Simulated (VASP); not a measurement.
These are r2SCAN meta-GGA, VASP's PBE PAW potentials (set 64) (plane waves; VASP) values and carry that method's errors.

Input for VASP

INCAR:
```
ISIF = 2
NEDOS = 601   # DOS grid
LORBIT = 11   # lm-projected
EDIFF = 1E-7
PREC = Accurate
LMIXTAU = .TRUE.
SYSTEM = SiO2
ISMEAR = -5
LWAVE = .FALSE.
METAGGA = R2SCAN
LCHARG = .FALSE.
ALGO = Normal
NELM = 100   # most electronic steps
ENCUT = 520
LEFG = .TRUE.
LREAL = .FALSE.   # projection in real space or not
LASPH = .TRUE.
```

File POSCAR:
```
SiO2
1
    2.6793117690     0.0000000432     0.0000000000
   -1.3396563535     2.3203524467    -0.0000000000
    0.0000000000    -0.0000000000    17.6887046680
Si O
1 2
Direct
  0.0000000000   0.0000000000   0.5000000000
  0.3333330000   0.6666670000   0.5509383025
  0.6666670000   0.3333330000   0.4490616975
```

### KPOINTS
```
Regular mesh
0
G
  11 11 1
0 0 0
```

File KPOINTS_OPT:
```
k-points along high-symmetry lines
20
Line-mode
Reciprocal
  0.000000   0.000000   0.000000 ! GAMMA
  0.500000   0.000000   0.000000 ! M

  0.500000   0.000000   0.000000 ! M
  0.333333   0.333333   0.000000 ! K

  0.333333   0.333333   0.000000 ! K
  0.000000   0.000000   0.000000 ! GAMMA
```

POTCAR, in this order: Si O (PBE.64 set). Program: vasp_std.

Output

OUTCAR:
```
 ion  position               nearest neighbor table
   1  0.000  0.000  0.500-   2 1.79   3 1.79   3 1.79   2 1.79   3 1.79   2 1.79
   2  0.333  0.667  0.551-   1 1.79   1 1.79   1 1.79
   3  0.667  0.333  0.449-   1 1.79   1 1.79   1 1.79
  LATTYP: Found a hexagonal cell.
 ALAT       =     2.6793117690
 C/A-ratio  =     6.6019583360
 Subroutine PRICEL returns:
 Original cell was already a primitive cell.
 Subroutine GETGRP returns: Found 12 space group operations
The static configuration has the point symmetry D_3d.
The dynamic configuration has the point symmetry D_3d.
 Subroutine INISYM returns: Found 12 space group operations
 Subroutine IBZKPT returns following result:
 Found     16 irreducible k-points:

 Following reciprocal coordinates:
            Coordinates               Weight
  0.000000  0.000000  0.000000      1.000000
  0.090909  0.000000  0.000000      6.000000
  0.181818  0.000000  0.000000      6.000000
  0.272727  0.000000  0.000000      6.000000
  0.363636  0.000000  0.000000      6.000000
  0.454545  0.000000  0.000000      6.000000
  0.090909  0.090909  0.000000      6.000000
...
```

File OSZICAR:
```
       N       E                     dE             d eps       ncg     rms          rms(c)
DAV:   1     0.126482641176E+03    0.12648E+03   -0.71880E+03   416   0.106E+03
DAV:   2    -0.228647835012E+02   -0.14935E+03   -0.13489E+03   656   0.240E+02
DAV:   3    -0.356086312126E+02   -0.12744E+02   -0.12675E+02   492   0.879E+01
DAV:   4    -0.358017077404E+02   -0.19308E+00   -0.19290E+00   488   0.124E+01
DAV:   5    -0.358051713052E+02   -0.34636E-02   -0.34629E-02   488   0.160E+00    0.123E+01
DAV:   6    -0.312378313891E+02    0.45673E+01   -0.53905E+00   476   0.187E+01    0.637E+00
DAV:   7    -0.299265209834E+02    0.13113E+01   -0.86989E-01   496   0.109E+01    0.270E+00
DAV:   8    -0.315453597196E+02   -0.16188E+01   -0.42567E-01   428   0.914E+00    0.531E-01
DAV:   9    -0.289380104658E+02    0.26073E+01   -0.29123E-01   488   0.669E+00    0.357E-01
DAV:  10    -0.291335273014E+02   -0.19552E+00   -0.10121E-01   448   0.460E+00    0.185E-01
DAV:  11    -0.289781487322E+02    0.15538E+00   -0.19107E-02   488   0.193E+00    0.817E-02
DAV:  12    -0.289056232807E+02    0.72525E-01   -0.15986E-02   468   0.179E+00    0.811E-02
DAV:  13    -0.288072389433E+02    0.98384E-01   -0.36543E-02   456   0.238E+00    0.709E-02
DAV:  14    -0.288072297659E+02    0.91774E-05   -0.37584E-04   432   0.216E-01    0.703E-02
DAV:  15    -0.288073549092E+02   -0.12514E-03   -0.17697E-03   400   0.587E-01    0.996E-02
DAV:  16    -0.288059931332E+02    0.13618E-02   -0.39910E-04   400   0.310E-01    0.104E-01
DAV:  17    -0.287694962824E+02    0.36497E-01   -0.64695E-02   456   0.280E+00    0.403E-01
DAV:  18    -0.287665198305E+02    0.29765E-02   -0.21406E-03   456   0.575E-01    0.421E-01
DAV:  19    -0.287682810470E+02   -0.17612E-02   -0.48493E-04   408   0.309E-01    0.471E-01
DAV:  20    -0.287664291169E+02    0.18519E-02   -0.19677E-03   400   0.586E-01    0.626E-01
DAV:  21    -0.287682350122E+02   -0.18059E-02   -0.23382E-03   484   0.535E-01    0.828E-01
DAV:  22    -0.287458596137E+02    0.22375E-01   -0.15681E-02   392   0.145E+00    0.402E-01
DAV:  23    -0.287465271501E+02   -0.66754E-03   -0.97004E-04   500   0.275E-01    0.256E-01
DAV:  24    -0.287224236126E+02    0.24104E-01   -0.32423E-03   468   0.658E-01    0.620E-02
DAV:  25    -0.287376413491E+02   -0.15218E-01   -0.60671E-04   468   0.304E-01    0.411E-02
DAV:  26    -0.287500725859E+02   -0.12431E-01   -0.96412E-04   484   0.348E-01    0.111E-01
DAV:  27    -0.287493629895E+02    0.70960E-03   -0.39273E-05   444   0.690E-02    0.121E-01
DAV:  28    -0.287509061353E+02   -0.15431E-02   -0.72646E-05   504   0.917E-02    0.979E-02
DAV:  29    -0.287617239163E+02   -0.10818E-01   -0.14437E-03   448   0.456E-01    0.286E-02
DAV:  30    -0.287645727234E+02   -0.28488E-02   -0.13045E-03   436   0.367E-01    0.161E-02
DAV:  31    -0.287649941289E+02   -0.42141E-03   -0.16297E-04   396   0.170E-01    0.148E-02
DAV:  32    -0.287649062547E+02    0.87874E-04   -0.76356E-04   388   0.341E-01    0.764E-03
DAV:  33    -0.287657223899E+02   -0.81614E-03   -0.45247E-04   404   0.334E-01    0.815E-03
DAV:  34    -0.287652051740E+02    0.51722E-03   -0.29294E-05   428   0.843E-02    0.677E-03
DAV:  35    -0.287647335124E+02    0.47166E-03   -0.45746E-04   384   0.338E-01    0.424E-03
DAV:  36    -0.287647046114E+02    0.28901E-04   -0.14384E-04   384   0.204E-01    0.581E-03
DAV:  37    -0.287647031992E+02    0.14122E-05   -0.73460E-05   392   0.152E-01    0.433E-03
DAV:  38    -0.287647090710E+02   -0.58718E-05   -0.25997E-04   384   0.258E-01    0.310E-03
DAV:  39    -0.287648599569E+02   -0.15089E-03   -0.64788E-05   384   0.114E-01    0.448E-03
DAV:  40    -0.287648429622E+02    0.16995E-04   -0.64498E-06   428   0.378E-02    0.467E-03
DAV:  41    -0.287649363914E+02   -0.93429E-04   -0.24839E-05   384   0.719E-02    0.331E-03
DAV:  42    -0.287649978226E+02   -0.61431E-04   -0.10971E-05   404   0.474E-02    0.277E-03
DAV:  43    -0.287650143796E+02   -0.16557E-04   -0.10806E-05   384   0.448E-02    0.140E-03
DAV:  44    -0.287650318275E+02   -0.17448E-04   -0.60416E-06   432   0.348E-02    0.585E-04
DAV:  45    -0.287650275472E+02    0.42802E-05   -0.67335E-07   404   0.107E-02    0.679E-04
DAV:  46    -0.287650293852E+02   -0.18380E-05   -0.10165E-06   400   0.138E-02    0.954E-04
DAV:  47    -0.287650254770E+02    0.39082E-05   -0.11403E-06   388   0.145E-02    0.762E-04
DAV:  48    -0.287650280235E+02   -0.25465E-05   -0.28379E-07   384   0.842E-03    0.681E-04
DAV:  49    -0.287650303372E+02   -0.23137E-05   -0.29241E-07   384   0.826E-03    0.426E-04
DAV:  50    -0.287650310072E+02   -0.67006E-06   -0.10887E-07   344   0.480E-03    0.205E-04
DAV:  51    -0.287650309412E+02    0.65974E-07   -0.41424E-08   272   0.311E-03
   1 F= -.28765031E+02 E0= -.28765031E+02  d E =0.000000E+00
       N       E                     dE             ncg
       N       E                     dE             ncg
       N       E                     dE             ncg
       N       E                     dE             ncg
```

**OUTCAR**
```
------------------------ aborting loop because EDIFF is reached ----------------------------------------
  FORCE on cell =-STRESS in cart. coord.  units (eV):
  Direction    XX          YY          ZZ          XY          YZ          ZX
  --------------------------------------------------------------------------------------
  Total       -0.0916929     -0.0916929     -0.0466969      0.0000000     -0.0000000      0.0000000
  in kB       -1.3358974     -1.3358979     -0.6803391      0.0000002     -0.0000000      0.0000000
  external PRESSURE =      -1.1173781 kB  Pullay stress =       0.0000000 kB
  volume of cell :      109.97
      direct lattice vectors                 reciprocal lattice vectors
     2.679311769  0.000000043  0.000000000     0.373230171  0.215484579  0.000000000
    -1.339656353  2.320352447  0.000000000    -0.000000007  0.430969007  0.000000000
     0.000000000  0.000000000 17.688704668     0.000000000  0.000000000  0.056533252
 POSITION                                       TOTAL-FORCE (eV/Angst)
 -----------------------------------------------------------------------------------
      0.00000      0.00000      8.84435         0.000000      0.000000      0.000000
     -0.00000      1.54690      9.74538        -0.000000     -0.000000      0.002018
      1.33966      0.77345      7.94332        -0.000000      0.000000     -0.002018
 -----------------------------------------------------------------------------------
    total drift:                                0.000000      0.000000      0.000000
  FREE ENERGIE OF THE ION-ELECTRON SYSTEM (eV)
  ---------------------------------------------------
  free  energy   TOTEN  =       -28.7650309412 eV

  energy  without entropy=      -28.7650309412  energy(sigma->0) =      -28.76503094

 total charge

# of ion       s       p       d       tot
------------------------------------------
    1        0.587   0.879   0.000   1.466
    2        1.569   3.654   0.000   5.223
    3        1.569   3.654   0.000   5.223
--------------------------------------------------
tot          3.725   8.187   0.000  11.912

 Electric field gradients after diagonalization (V/A^2)
 (convention: |V_zz| > |V_xx| > |V_yy|)
----------------------------------------------------------------------
 ion       V_xx      V_yy      V_zz     asymmetry (V_yy - V_xx)/ V_zz
----------------------------------------------------------------------
   1      -9.664    -9.664    19.328       0.000
   2      33.141    33.136   -66.276       0.000
   3      33.141    33.136   -66.276       0.000
```
(Selected blocks of OUTCAR.)

The cell holds a wide vacuum, so values per volume refer to the whole cell.

The cell is a sheet with vacuum, built from a generated structure.
